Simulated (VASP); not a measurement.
The input files of a VASP run:

### INCAR
```
! general
SYSTEM = MgO
PREC   = Accurate
ENCUT  = 520
LREAL  = .FALSE.
LASPH  = .TRUE.   ! aspherical one-centre terms

! electronic loop
EDIFF  = 1E-6   ! SCF stop (eV)
NELM   = 100   ! most electronic steps
ALGO   = Normal   ! blocked Davidson

! smearing
ISMEAR = 0   ! Gaussian
SIGMA  = 0.05

! functional
GGA    = PS   ! PBEsol

! ions
IBRION = 2   ! conjugate gradients
NSW    = 60   ! most ionic steps
ISIF   = 3
EDIFFG = -0.01

! output
LWAVE  = .FALSE.
LCHARG = .FALSE.
```

KPOINTS:
```
Automatic mesh
0
Gamma
9 9 9
0 0 0
```

**POSCAR**
```
MgO
1
    2.6299804049     0.0000000000     0.0000000000
   -0.0000000000     2.6299804049     0.0000000000
   -0.0000000000    -0.0000000000     2.6299804049
Mg O
1 1
Direct
  0.0000000000   0.0000000000   0.0000000000
  0.5000000000   0.5000000000   0.5000000000
```

POTCAR, in this order: Mg O (PBE.64 set). Program: vasp_std.

Problem. Write an equivalent input for Quantum ESPRESSO's pw.x.

Solution. One equivalent input (not run):
```
&CONTROL
  calculation = 'vc-relax'
  pseudo_dir = './pseudo'
  outdir = './out'
  tprnfor = .true.
  tstress = .true.
  nstep = 60
  forc_conv_thr = 0.00039
/
&SYSTEM
  ibrav = 0
  nat = 2
  ntyp = 2
  ecutwfc = 84
  occupations = 'smearing'
  smearing = 'gaussian'
  degauss = 0.003675
  input_dft = 'pbesol'
/
&ELECTRONS
  conv_thr = 7.3e-08
  electron_maxstep = 100
/
&IONS
/
&CELL
/
ATOMIC_SPECIES
  Mg 24.305 Mg.upf
  O 15.999 O.upf
CELL_PARAMETERS angstrom
     2.6299804    0.0000000    0.0000000
    -0.0000000    2.6299804    0.0000000
    -0.0000000   -0.0000000    2.6299804
ATOMIC_POSITIONS crystal
  Mg   0.0000000  0.0000000  0.0000000
  O    0.5000000  0.5000000  0.5000000
K_POINTS automatic
  9 9 9 0 0 0
```
What does not carry over: the potentials are each code's own (VASP's PAW set, PseudoDojo norm-conserving files in pw.x), so ENCUT and ecutwfc are chosen apart and not converted; conv_thr bounds pw.x's estimated SCF error, while EDIFF bounds the energy change between steps; forc_conv_thr acts on force components and is met together with etot_conv_thr.

The structure was generated: MgO was put into the CsCl type type (Pm-3m), which need not be its known phase. It was relaxed first, which changed the volume by -7 %. The start is the result of an earlier pass.
